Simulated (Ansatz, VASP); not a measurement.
# NiHO2 (NiHO2 monolayer): VASP beside Ansatz, part 2 of 3

Aim: how closely do two programs agree when they are given the same cell, functional and k mesh? The cell is taken from a series of runs on this material, whose earlier steps may have relaxed, scaled, displaced or heated it; both programs get it as it stands.

VASP 6.6.1 and Ansatz 0.2.0.

So far: Set-up; Ansatz: single point, PBEsol, DFT+U, pair 1.

## Step 3: VASP: single point, PBEsol, DFT+U, pair 1

Level of this step: PBEsol, DFT+U (Ni d 1.2 eV), spin-polarised from a ferromagnetic start; plane waves and PAW (Ni, O, H) (VASP).

The same cell, functional, mesh and smearing now go to VASP, with its own data sets.

Lines of VASP's logs that name or quote its potential files are left out, and so is its time.

INCAR

```
SYSTEM = NiHO2
PREC = Accurate
ENCUT = 520
EDIFF = 1E-06
NELM = 200
ISMEAR = -1
SIGMA = 0.05
LREAL = .FALSE.
ALGO = Normal
GGA = PS
NBANDS = 54
ISPIN = 2
MAGMOM = 0.85 0.85 0.85 0.04 0.04 0.04 0.03 0.03 0.03 0 0 0
LDAU = .TRUE.
LDAUTYPE = 2
LDAUL = 2 -1 -1
LDAUU = 1.2 0 0
LDAUJ = 0 0 0
LDAUPRINT = 1
LASPH = .TRUE.
LMAXMIX = 4
LORBIT = 11
LWAVE = .FALSE.
LCHARG = .FALSE.
ISIF = 2
GGA_COMPAT = .FALSE.
KPAR = 2
```

POSCAR

```
NiHO2
1.0
   -0.0000005000      5.1590157610      0.0000000000
   -4.4678394570      7.7385232080      0.0000000000
    0.0000000000      0.0000000000     17.9903920000
Ni O H
3 6 3
Direct
    0.6666670000      0.6666663333      0.4720140000
    0.6666670000      0.9999996667      0.4720140000
    0.6666670000      0.3333330000      0.4720140000
    0.0000003333      0.3333330000      0.4168890000
    0.0000003333      0.6666663333      0.4168890000
    0.0000003333      0.9999996667      0.4168890000
    0.3333336667      0.9999996667      0.5284540000
    0.3333336667      0.3333330000      0.5284540000
    0.3333336667      0.6666663333      0.5284540000
    0.3333336667      0.9999996667      0.5831110000
    0.3333336667      0.3333330000      0.5831110000
    0.3333336667      0.6666663333      0.5831110000
```

KPOINTS

```
Automatic mesh
0
Gamma
15 15 1
0 0 0
```

The projector-augmented-wave data sets are Ni, O and H (PBE family, release 64).

Run with:

```console
> mpirun -np 2 vasp_std
```

Numbers of over 12 decimals in the logs are rounded to 6 here.

Log:

```text
[banner, memory and clock lines left out]
running    2 mpi-ranks, on    1 nodes
 distrk:  each k-point on    1 cores,    2 groups
 distr:  one band on    1 cores,    1 groups

 POSCAR found type information on POSCAR NiO H
 POSCAR found :  3 types and      12 ions
|                                                                             |
|               ----> ADVICE to this user running VASP <----                  |
|                                                                             |
|     You enforced a specific xc type in the INCAR file but a different       |
|     [... a line on the potential file left out ...]
|     I HOPE YOU KNOW WHAT YOU ARE DOING!                                     |
|                                                                             |

 LDA part: xc-table for (Slater+PW92), standard interpolation
 POSCAR, INCAR and KPOINTS ok, starting setup
 FFT: planning ... GRIDC
 FFT: planning ... GRID_SOFT
 FFT: planning ... GRID
 WAVECAR not read
 entering main loop
       N       E                     dE             d eps       ncg     rms          rms(c)
DAV:   1     0.628689730929E+03    0.62869E+03   -0.27727E+04  5832   0.108E+03
DAV:   2     0.417377328571E+02   -0.58695E+03   -0.52859E+03  6964   0.279E+02
DAV:   3    -0.775806620793E+02   -0.11932E+03   -0.11676E+03  6956   0.140E+02
DAV:   4    -0.815882193220E+02   -0.40076E+01   -0.39856E+01  6808   0.318E+01
DAV:   5    -0.816841665283E+02   -0.95947E-01   -0.95849E-01  7232   0.498E+00    0.366E+01
DAV:   6    -0.884330930219E+02   -0.67489E+01   -0.12927E+02  8962   0.125E+02    0.607E+01
DAV:   7    -0.663783705981E+02    0.22055E+02   -0.31881E+01  8216   0.853E+01    0.153E+01
DAV:   8    -0.658516721411E+02    0.52670E+00   -0.10720E+01  8912   0.315E+01    0.971E+00
DAV:   9    -0.654743398346E+02    0.37733E+00   -0.20993E+00  7774   0.857E+00    0.522E+00
DAV:  10    -0.653311351451E+02    0.14320E+00   -0.65338E-01  8666   0.724E+00    0.226E+00
DAV:  11    -0.653341905501E+02   -0.30554E-02   -0.10142E-01  7492   0.324E+00    0.145E+00
DAV:  12    -0.653375517298E+02   -0.33612E-02   -0.10141E-02  7310   0.700E-01    0.746E-01
DAV:  13    -0.653486275448E+02   -0.11076E-01   -0.58852E-03  7376   0.686E-01    0.311E-01
DAV:  14    -0.653546077533E+02   -0.59802E-02   -0.39000E-03  6862   0.315E-01    0.118E-01
[...]
DAV:  24    -0.653651302705E+02   -0.96479E-04   -0.40839E-06  5540   0.819E-03    0.139E-03
DAV:  25    -0.653651699962E+02   -0.39726E-04   -0.15090E-06  5110   0.428E-03    0.163E-03
DAV:  26    -0.653651892681E+02   -0.19272E-04   -0.54971E-07  4764   0.297E-03    0.994E-04
DAV:  27    -0.653652060471E+02   -0.16779E-04   -0.70245E-07  4778   0.268E-03    0.485E-04
DAV:  28    -0.653652115372E+02   -0.54901E-05   -0.16956E-07  4672   0.188E-03    0.498E-04
DAV:  29    -0.653652137031E+02   -0.21659E-05   -0.32459E-08  4770   0.824E-04    0.287E-04
DAV:  30    -0.653652155534E+02   -0.18504E-05   -0.23988E-08  4484   0.615E-04    0.135E-04
DAV:  31    -0.653652160888E+02   -0.53536E-06   -0.52029E-09  4722   0.532E-04
   1 F= -.65365216E+02 E0= -.65346200E+02  d E =-.380331E-01  mag=     3.0000
```

Parts of OUTCAR (step 3):

```text
ion  position               nearest neighbor table
   1  0.667  0.667  0.472-   4 1.99   5 1.99   6 1.99   9 2.00   8 2.00   7 2.00   2 2.98   3 2.98
                             2 2.98   3 2.98   3 2.98   2 2.98
   2  0.667  1.000  0.472-   6 1.99   4 1.99   5 1.99   8 2.00   7 2.00   9 2.00   1 2.98   3 2.98
                             1 2.98   3 2.98   3 2.98   1 2.98
   3  0.667  0.333  0.472-   6 1.99   4 1.99   5 1.99   9 2.00   8 2.00   7 2.00   1 2.98   2 2.98
                             2 2.98   1 2.98   2 2.98   1 2.98
   4  0.000  0.333  0.417-   1 1.99   3 1.99   2 1.99
   5  0.000  0.667  0.417-   1 1.99   3 1.99   2 1.99
   6  0.000  1.000  0.417-   3 1.99   2 1.99   1 1.99
   7  0.333  1.000  0.528-  10 0.98   2 2.00   3 2.00   1 2.00
   8  0.333  0.333  0.528-  11 0.98   2 2.00   3 2.00   1 2.00
   9  0.333  0.667  0.528-  12 0.98   3 2.00   1 2.00   2 2.00
  10  0.333  1.000  0.583-   7 0.98
  11  0.333  0.333  0.583-   8 0.98
  12  0.333  0.667  0.583-   9 0.98

  LATTYP: Found a hexagonal cell.
 ALAT       =     5.1590157608
 C/A-ratio  =     3.4871752354

 Subroutine GETGRP returns: Found  6 space group operations
 (whereof  6 operations were pure point group operations)

The static configuration has the point symmetry C_3v.

 Found     27 irreducible k-points:

   k-points           NKPTS =     27   k-points in BZ     NKDIM =     27   number of bands    NBANDS=     54

   dimension x,y,z NGX =    40 NGY =   70 NGZ =  140
   dimension x,y,z NGXF=    80 NGYF=  140 NGZF=  280

   ENCUT  =  520.0 eV  38.22 Ry    6.18 a.u.   9.59 16.61 33.45*2*pi/ulx,y,z

   NELECT =      69.0000    total number of electrons

 k-points in reciprocal lattice and weights: Automatic mesh
   0.00000000  0.00000000  0.00000000       0.004
   0.06666667  0.00000000  0.00000000       0.027
   0.13333333  0.00000000  0.00000000       0.027
   0.20000000  0.00000000  0.00000000       0.027
   0.26666667  0.00000000  0.00000000       0.027
   0.33333333  0.00000000  0.00000000       0.009
   0.40000000  0.00000000  0.00000000       0.027
   0.46666667  0.00000000  0.00000000       0.027
   0.00000000  0.06666667  0.00000000       0.027
[...]
0.33333333  0.26666667  0.00000000       0.053
   0.00000000  0.33333333  0.00000000       0.027

atom =   1  type =  1  l = 2

 onsite density matrix

spin component  1

  0.9205 -0.0000 -0.0000 -0.0575 -0.0000
 -0.0000  0.8691 -0.0000  0.0000 -0.0575
 -0.0000 -0.0000  0.9655  0.0000  0.0000
 -0.0575  0.0000  0.0000  0.8691  0.0000
 -0.0000 -0.0575  0.0000  0.0000  0.9205

spin component  2

  0.7489 -0.0000 -0.0000 -0.2674 -0.0000
 -0.0000  0.6195 -0.0000  0.0000 -0.2674
 -0.0000 -0.0000  0.9564  0.0000  0.0000
 -0.2674  0.0000  0.0000  0.6195  0.0000
 -0.0000 -0.2674  0.0000  0.0000  0.7489

 occupancies and eigenvectors

  o =  0.4091  v =  0.0000  0.0000  0.0000  0.0000  0.0000 -0.5782  0.2786 -0.0000 -0.7348  0.2192      0.0000  0.0000  0.0000  0.0000  0.0000  0.0000  0.0000  0.0000  0.0000  0.0000
  o =  0.4091  v =  0.0000  0.0000  0.0000  0.0000  0.0000 -0.2192 -0.7348  0.0000 -0.2786 -0.5782      0.0000  0.0000  0.0000  0.0000  0.0000  0.0000  0.0000  0.0000  0.0000  0.0000
  o =  0.8318  v = -0.5087  0.2975 -0.0000 -0.7846  0.1928  0.0000  0.0000  0.0000  0.0000  0.0000      0.0000  0.0000  0.0000  0.0000  0.0000  0.0000  0.0000  0.0000  0.0000  0.0000
  o =  0.8318  v = -0.1928 -0.7846  0.0000 -0.2975 -0.5087  0.0000  0.0000  0.0000  0.0000  0.0000      0.0000  0.0000  0.0000  0.0000  0.0000  0.0000  0.0000  0.0000  0.0000  0.0000
  o =  0.9564  v =  0.0000  0.0000  0.0000  0.0000  0.0000 -0.0000 -0.0000 -1.0000  0.0000  0.0000      0.0000  0.0000  0.0000  0.0000  0.0000  0.0000  0.0000  0.0000  0.0000  0.0000
  o =  0.9578  v =  0.7846  0.1928  0.0000 -0.5087 -0.2974  0.0000  0.0000  0.0000  0.0000  0.0000      0.0000  0.0000  0.0000  0.0000  0.0000  0.0000  0.0000  0.0000  0.0000  0.0000
  o =  0.9578  v = -0.2974  0.5087  0.0000  0.1928 -0.7846  0.0000  0.0000  0.0000  0.0000  0.0000      0.0000  0.0000  0.0000  0.0000  0.0000  0.0000  0.0000  0.0000  0.0000  0.0000
[...]
o =  0.9593  v =  0.0000  0.0000  0.0000  0.0000  0.0000  0.7349  0.2192 -0.0000 -0.5782 -0.2786      0.0000  0.0000  0.0000  0.0000  0.0000  0.0000  0.0000  0.0000  0.0000  0.0000
  o =  0.9593  v =  0.0000  0.0000  0.0000  0.0000  0.0000 -0.2786  0.5782 -0.0000  0.2192 -0.7349      0.0000  0.0000  0.0000  0.0000  0.0000  0.0000  0.0000  0.0000  0.0000  0.0000
  o =  0.9655  v = -0.0000 -0.0000  1.0000  0.0000  0.0000  0.0000  0.0000  0.0000  0.0000  0.0000      0.0000  0.0000  0.0000  0.0000  0.0000  0.0000  0.0000  0.0000  0.0000  0.0000

 average (electrostatic) potential at core
       1 -94.2099       2 -94.2099       3 -94.2099       4 -77.6215       5 -77.6215
       6 -77.6215       7 -79.3393       8 -79.3393       9 -79.3393      10 -43.0294
      11 -43.0294      12 -43.0294

 E-fermi :  -2.7045

 spin component 1
 k-point     1 :       0.0000    0.0000    0.0000
  band No.  band energies     occupation
    ...
     33      -3.8558      1.00000
     34      -2.8893      0.97579
     35      -2.8893      0.97579
     36      -2.7989      0.86859
     37      -2.7989      0.86859
     38      -2.0251      0.00000
     39      -2.0251      0.00000
     40      -1.5869      0.00000
     41       1.2265      0.00000
     42       2.7053      0.00000
    ...

 k-point     2 :       0.0667    0.0000    0.0000
  band No.  band energies     occupation
    ...
     33      -3.8079      1.00000
     34      -2.8860      0.97418
     35      -2.8860      0.97418
     36      -2.7684      0.78213
     37      -2.7684      0.78213
     38      -2.1695      0.00002
     39      -2.0533      0.00000
     40      -1.4637      0.00000
     41       1.3383      0.00000
     42       2.8236      0.00000
    ...

 k-point     3 :       0.1333    0.0000    0.0000
  band No.  band energies     occupation
    ...
     31      -4.2011      1.00000
     32      -4.2011      1.00000
     33      -3.7506      1.00000
     34      -2.8970      0.97917
     35      -2.8970      0.97917
     36      -2.6598      0.29058
     37      -2.6598      0.29057
     38      -2.5142      0.02175
     39      -2.1234      0.00001
     40      -1.1404      0.00000
    ...

 k-point     4 :       0.2000    0.0000    0.0000
  band No.  band energies     occupation
    ...
     32      -4.2546      1.00000
     33      -3.8202      1.00000
     34      -2.9334      0.98984
     35      -2.9334      0.98984
     36      -2.8654      0.96151
     37      -2.4865      0.01264
     38      -2.4865      0.01264
     39      -2.1993      0.00004
     40      -0.6651      0.00000
     41       1.7993      0.00000
    ...

 k-point     5 :       0.2667    0.0000    0.0000
  band No.  band energies     occupation
    ...
     32      -4.3625      1.00000
     33      -4.1072      1.00000
     34      -3.0209      0.99822
     35      -2.9826      0.99617
     36      -2.9826      0.99617
     37      -2.3187      0.00045
     38      -2.3187      0.00045
     39      -2.2447      0.00010
     40      -0.0570      0.00000
     41       1.1627      0.00000
    ...

 k-point     6 :       0.3333    0.0000    0.0000
  band No.  band energies     occupation
    ...
     32      -4.4124      1.00000
     33      -4.4124      1.00000
     34      -3.0185      0.99813
     35      -3.0185      0.99813
     36      -3.0185      0.99813
     37      -2.2499      0.00011
     38      -2.2499      0.00011
     39      -2.2499      0.00011
     40       0.6798      0.00000
     41       0.6798      0.00000
    ...

  Total       -6.8223997     -6.8223997     -6.6861871     -0.0000000     -0.0000000     -0.0000000
  in kB      -26.3598403    -26.3598403    -25.8335531     -0.0000000     -0.0000000     -0.0000000
  external PRESSURE =     -26.1844112 kB  Pullay stress =       0.0000000 kB

  energy-cutoff  :      520.00
  volume of cell :      414.67
      direct lattice vectors                 reciprocal lattice vectors
    -0.000000500  5.159015761  0.000000000     0.335732781  0.193835455  0.000000000
    -4.467839457  7.738523208  0.000000000    -0.223821867 -0.000000022  0.000000000
     0.000000000  0.000000000 17.990392000     0.000000000  0.000000000  0.055585226

 POSITION                                       TOTAL-FORCE (eV/Angst)
 -----------------------------------------------------------------------------------
     -2.97856      8.59836      8.49172        -0.000000      0.000000     -1.741925
     -4.46784     11.17787      8.49172        -0.000000      0.000000     -1.741925
     -1.48928      6.01885      8.49172        -0.000000      0.000000     -1.741925
     -1.48928      2.57951      7.50000         0.000000     -0.000000      1.795502
     -2.97856      5.15901      7.50000         0.000000     -0.000000      1.795502
     -4.46784      7.73852      7.50000         0.000000      0.000000      1.795502
     -4.46784      9.45819      9.50709         0.000000     -0.000000      0.199109
     -1.48928      4.29918      9.50709         0.000000     -0.000000      0.199109
     -2.97856      6.87869      9.50709        -0.000000     -0.000000      0.199109
     -4.46784      9.45819     10.49040        -0.000000      0.000000     -0.252687
     -1.48928      4.29918     10.49040        -0.000000      0.000000     -0.252687
     -2.97856      6.87869     10.49040        -0.000000      0.000000     -0.252687
 -----------------------------------------------------------------------------------
    total drift:                               -0.010564      0.006099     -0.001760

  FREE ENERGIE OF THE ION-ELECTRON SYSTEM (eV)
  ---------------------------------------------------
  free  energy   TOTEN  =       -65.3652160888 eV

  energy  without entropy=      -65.3271829515  energy(sigma->0) =      -65.34619952

 total charge
# of ion       s       p       d       tot
------------------------------------------
    1        0.401   0.535   8.210   9.147
    2        0.401   0.535   8.210   9.147
    3        0.401   0.535   8.210   9.147
    4        1.586   3.232   0.000   4.819
    5        1.586   3.232   0.000   4.819
    6        1.586   3.232   0.000   4.819
    7        1.561   3.517   0.000   5.078
    8        1.561   3.517   0.000   5.078
    9        1.561   3.517   0.000   5.078
   10        0.612   0.112   0.000   0.725
   11        0.612   0.112   0.000   0.725
   12        0.612   0.112   0.000   0.725
--------------------------------------------------
tot         12.482  22.192  24.631  59.305

 magnetization (x)
# of ion       s       p       d       tot
------------------------------------------
    1        0.000   0.003   0.852   0.856
    2        0.000   0.003   0.852   0.856
    3        0.000   0.003   0.852   0.856
    4        0.006   0.037   0.000   0.043
    5        0.006   0.037   0.000   0.043
    6        0.006   0.037   0.000   0.043
    7        0.020   0.030   0.000   0.050
    8        0.020   0.030   0.000   0.050
    9        0.020   0.030   0.000   0.050
   10        0.006   0.001   0.000   0.006
   11        0.006   0.001   0.000   0.006
   12        0.006   0.001   0.000   0.006
--------------------------------------------------
tot          0.094   0.213   2.557   2.863

[... 6 further parts left out ...]
```

## Step 4: Comparison

Known differences besides the potentials themselves: VASP starts from the moments at which Ansatz ended; U acts on the PAW sphere in VASP and on atomic orbitals in Ansatz, so only states and trends compare; the data sets hold 93 valence electrons in Ansatz (on its default PAW (the set named soft_2) files) and 69 in VASP; the cutoff is 420 eV in Ansatz and 520 eV in VASP; Ansatz makes its cores anew for this functional, VASP keeps those of its PBE data sets; site moments are counted in spheres of each program's own size. Total energies have different zeros and are not compared.

Compared:

```tsv
quantity	Ansatz	VASP	difference
total moment (μB)	3.00	3.00	0.00
moment on Ni1 (μB)	0.85	0.86	0.00
moment on Ni2 (μB)	0.85	0.86	0.00
moment on Ni3 (μB)	0.85	0.86	0.00
```

With vacuum in the cell, a pressure given here is an average over mostly empty space and none of the material.

(Continued in part 3 of 3.)

[Lines on the potential files, build, host, timing and source positions are cut from VASP's logs without a mark.]

[Logs are printed without paths, hosts, clocks, repeated set-up lines and the standing remarks that a program may print on its own settings, such as how far it seeks lower states.]

[Hosts, paths, dates, database ids (printed as entryN), source tags and the programs' standing remarks are cut or masked in the printed files.]
